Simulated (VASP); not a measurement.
# Ga24CN23 (a cell with a defect): single point with HSE06

Ga24CN23 (a cell with a defect):

```
Ga C N
1.0
    -3.21772   -5.57326    5.24406
     6.43545    0.00000    5.24406
    -3.21773    5.57326    5.24406
Ga C N
24 1 23
Direct
  0.83237 0.49950 0.66630
  0.66611 0.33363 0.00229
  0.00018 0.66661 0.33342
  0.66689 0.83484 0.49996
  0.99983 0.16637 0.83454
  0.16795 0.33301 0.50044
  0.49952 0.66748 0.83355
  0.83193 0.99995 0.16751
  0.33372 0.49911 0.16689
  0.33303 0.00053 0.66619
  0.16597 0.83297 0.00008
  0.50019 0.16745 0.33448
  0.66719 0.50052 0.33518
  0.50156 0.33308 0.66920
  0.83277 0.66736 0.99983
  0.49942 0.83333 0.16611
  0.83382 0.16769 0.50261
  0.99917 0.33336 0.16817
  0.33434 0.66624 0.49998
  0.66637 0.00074 0.83357
  0.16592 0.49948 0.83470
  0.16619 0.99885 0.33391
  0.00075 0.83228 0.66692
  0.33206 0.16636 0.00097
  0.62462 0.29224 0.45826
  0.45728 0.12457 0.79405
  0.79304 0.46035 0.12494
  0.45788 0.62677 0.29107
  0.79340 0.95783 0.62705
  0.95873 0.12466 0.29227
  0.29185 0.45933 0.62677
  0.62514 0.79286 0.95857
  0.12469 0.29189 0.96015
  0.12591 0.79128 0.45913
  0.95871 0.62503 0.79237
  0.29087 0.95827 0.12548
  0.79334 0.62847 0.45935
  0.62542 0.46010 0.79555
  0.95841 0.79235 0.12557
  0.62433 0.95661 0.29094
  0.96150 0.29226 0.62744
  0.12564 0.45866 0.29276
  0.45900 0.79262 0.62552
  0.79175 0.12591 0.95957
  0.29168 0.62540 0.95915
  0.28936 0.12379 0.45844
  0.12540 0.95847 0.79243
  0.45693 0.29136 0.12362
```

```json
{
 "Program": "VASP 6.6.1",
 "Task": "single point",
 "Functional": "HSE06",
 "Potentials or basis": "VASP PAW PBE potentials, release 64 (Ga_d, C, N)",
 "Cutoff": "400 eV",
 "k mesh": "1 × 1 × 1",
 "Occupations": "gaussian, width 0.01 eV",
 "Spin": "collinear spin, ferromagnetic start"
}
```

- Largest force: 0.679 eV/Å
- Band gap on the k mesh: 0.78 eV, direct
- Net moment: 1.00 μB per cell
- Site moments: Ga -0.00, +0.00, -0.01, +0.05; C +0.21; N +0.02, +0.03, +0.07, +0.01, +0.00 μB
- Valence electrons inside the program's atomic spheres: Ga 11.77, 11.79, 11.83, 11.84, 11.81, 11.78, 11.80; C 2.41; N 3.69, 3.68, 3.70

Forces in eV/Å, atoms in the order of the input:
```
Ga   0.106 -0.028  0.072
Ga  -0.017  0.035  0.017
Ga   0.003  0.028 -0.008
Ga  -0.051 -0.017  0.005
Ga  -0.053  0.048  0.016
Ga   0.044 -0.062 -0.048
Ga   0.040  0.011  0.027
Ga  -0.002 -0.031 -0.110
Ga  -0.011 -0.008  0.007
Ga  -0.062  0.037  0.026
Ga   0.008 -0.012 -0.012
Ga   0.056 -0.086 -0.248
Ga   0.106 -0.058 -0.061
Ga  -0.365  0.482  0.280
Ga  -0.066  0.059  0.009
Ga  -0.081  0.030 -0.013
Ga  -0.636  0.034  0.237
Ga   0.115 -0.065  0.027
Ga   0.099 -0.060  0.029
Ga  -0.012  0.006 -0.010
Ga  -0.065  0.136  0.098
Ga  -0.160 -0.057  0.024
Ga   0.001  0.037  0.009
Ga  -0.022 -0.042  0.028
C    0.457 -0.231 -0.189
N    0.076 -0.061 -0.012
N    0.019 -0.040 -0.007
N    0.021  0.015  0.043
N    0.105 -0.033  0.025
N    0.183  0.239  0.005
N   -0.083 -0.245 -0.132
N   -0.017 -0.003 -0.013
N    0.019  0.005 -0.032
N   -0.005  0.003  0.021
N   -0.013 -0.159 -0.022
N    0.107  0.117  0.010
N   -0.024  0.044  0.062
N    0.023 -0.108 -0.115
N   -0.003 -0.015  0.034
N    0.064 -0.008  0.068
N    0.065 -0.007 -0.107
N   -0.011  0.024 -0.002
N   -0.041  0.010 -0.027
N   -0.007  0.010  0.008
N    0.023  0.005 -0.033
N    0.067  0.033  0.050
N    0.040 -0.010 -0.002
N   -0.037 -0.004 -0.031
```

Levels at points of the mesh, in eV from the valence-band top:
Spin up:
```csv
k point,band 214,band 215,band 216,band 217,band 218,band 219
"(0.00, 0.00, 0.00)",-0.23,-0.15,-0.08,2.96,5.36,6.06
```
Spin down:
```tsv
k point	band 211	band 212	band 213	band 214	band 215	band 216	band 217	band 218	band 219	band 220
(0.00, 0.00, 0.00)	-0.92	-0.84	-0.59	-0.09	0.00	0.78	2.99	5.37	6.07	6.07
```

Core levels (eV, on the scale of the bands):
```csv
atom,levels
1 Ga,"1s -10216.4, 2s -1249.8, 2p -1086.2, 3s -136.5, 3p -87.3"
2 Ga,"1s -10216.3, 2s -1249.7, 2p -1086.1, 3s -136.4, 3p -87.2"
3 Ga,"1s -10216.3, 2s -1249.7, 2p -1086.1, 3s -136.4, 3p -87.2"
4 Ga,"1s -10216.3, 2s -1249.7, 2p -1086.1, 3s -136.4, 3p -87.2"
5 Ga,"1s -10216.3, 2s -1249.7, 2p -1086.2, 3s -136.5, 3p -87.2"
6 Ga,"1s -10216.4, 2s -1249.8, 2p -1086.2, 3s -136.5, 3p -87.3"
```

Wall time 57 min on 1 × NVIDIA H100 80GB with 1 thread of AMD EPYC 7R13 Processor (Zen 3), with other jobs on the host, peak memory 1.3 GiB.

Caveat: the PAW data sets were made with another functional, which shifts forces and pressure a little.
